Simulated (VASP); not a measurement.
Elastic constants (GPa) of a crystal from VASP 6.6.1 with r2SCAN meta-GGA, VASP's PBE PAW potentials (set 64):

```csv
,xx,yy,zz,yz,xz,xy
xx,557.2,154.8,154.8,0.0,0.0,0.0
yy,154.8,557.2,154.8,0.0,0.0,0.0
zz,154.8,154.8,557.2,0.0,0.0,0.0
yz,0.0,0.0,0.0,98.4,0.0,0.0
xz,0.0,0.0,0.0,0.0,98.4,0.0
xy,0.0,0.0,0.0,0.0,0.0,98.4
```

Finite-difference elastic constants of metals are sensitive to mesh and smearing; shear constants can be off by tens of GPa.

**Question.** Work out the Voigt, Reuss and Hill moduli, Young's modulus and Poisson's ratio.

**Answer.** All eigenvalues are positive (smallest 98.4 GPa), so the crystal is stable. K_V = (C11+C22+C33+2(C12+C13+C23))/9 = (1671.6 + 2×464.4)/9 = 288.9 GPa; G_V = (1671.6 − 464.4 + 3×295.2)/15 = 139.5 GPa. From the compliances, K_R = 288.9 GPa and G_R = 123.7 GPa. Hill: K = 288.9 GPa, G = 131.6 GPa, E = 9KG/(3K+G) = 342.8 GPa, ν = (3K−2G)/(2(3K+G)) = 0.302. K/G = 2.20, above Pugh's 1.75; universal anisotropy A^U = 0.64.

**Question.** With a density of 8.66 g/cm³, what are the mean sound speeds?

**Answer.** v_l = √((K+4G/3)/ρ) = 7.32 km/s and v_t = √(G/ρ) = 3.90 km/s. The crystal is SiRu (space group Pm-3m), cubic.

The structure comes from a computed database's SiRu entry (Pm-3m); how it stands against other phases isn't given here. It was relaxed first.
